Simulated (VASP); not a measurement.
OSZICAR of a VASP run on CdSe (space group F-43m):

OSZICAR:
```
       N       E                     dE             d eps       ncg     rms          rms(c)
DAV:   1     0.771113735788E+02    0.77111E+02   -0.66835E+03   432   0.794E+02
DAV:   2    -0.396441855188E+01   -0.81076E+02   -0.78767E+02   491   0.236E+02
DAV:   3    -0.706182571359E+01   -0.30974E+01   -0.30918E+01   471   0.471E+01
DAV:   4    -0.707607844246E+01   -0.14253E-01   -0.14252E-01   471   0.314E+00
DAV:   5    -0.707616641916E+01   -0.87977E-04   -0.87976E-04   466   0.228E-01    0.599E+00
DAV:   6    -0.672691734744E+01    0.34925E+00   -0.64173E-01   550   0.101E+01    0.470E+00
DAV:   7    -0.669830618406E+01    0.28611E-01   -0.11957E-01   456   0.265E+00    0.202E+00
DAV:   8    -0.669437118926E+01    0.39350E-02   -0.11581E-02   436   0.147E+00    0.188E-01
DAV:   9    -0.669407656125E+01    0.29463E-03   -0.15523E-03   471   0.562E-01    0.424E-02
DAV:  10    -0.669406150880E+01    0.15052E-04   -0.14256E-04   461   0.177E-01    0.354E-02
DAV:  11    -0.669406697206E+01   -0.54633E-05   -0.16636E-05   421   0.386E-02    0.124E-02
DAV:  12    -0.669406644335E+01    0.52871E-06   -0.23577E-06   308   0.221E-02
   1 F= -.66940664E+01 E0= -.66940664E+01  d E =-.452272E-21
```

Which electronic solver shows in the log?

It is blocked Davidson (ALGO = Normal, or the opening steps of other solvers). The INCAR had ALGO = Normal.

Can the final energy be trusted as converged?

The calculation finished and met its thresholds. It stopped with EDIFF = 1E-6, NELM = 100 (LDA (Ceperley-Alder, Perdew-Zunger), plane waves, VASP's LDA PAW potentials (set 64)).

The structure comes from a computed database's CdSe entry; how it stands against other phases isn't given here. The cell was not relaxed at this level. The run is one of a series of settings (GGA removed, POTCAR Cd Se (LDA.64 set) against the base run), some of them coarse on purpose.
